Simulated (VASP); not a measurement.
Input:

```
CELL_PARAMETERS angstrom
      1.78450    -3.09085     0.00000
      1.78450     3.09085     0.00000
      0.00000     0.00000     5.62691
ATOMIC_POSITIONS crystal
  Gd 0.33333 0.66667 0.25000
  Gd 0.66667 0.33333 0.75000
```

Computed with PBE GGA with D3 dispersion (Becke-Johnson damping), VASP's PBE PAW potentials (set 64) (plane waves; VASP). Settings: 520 eV cut-off, 13×13×7 Γ-centred mesh, tetrahedra with Blöchl corrections, potentials Gd_3.

The 4f electrons are frozen in the core of the lanthanide potential, so 4f levels, which can set the real gap, and their magnetism are missing.

What does the run give for the energy per atom (σ→0), band gap (on the k-mesh) with the smallest direct gap where there is one?

| Property | Value |
|---|---|
| band gap (on the k-mesh) | none (metal, semimetal or under 0.01 eV) |
| energy per atom (σ→0) | -5.041 eV/atom |

Total energies compare only between runs with the same potentials, cut-off and functional.

The compound is Gd in the hcp structure. It was relaxed first, which changed the volume by -6 %.
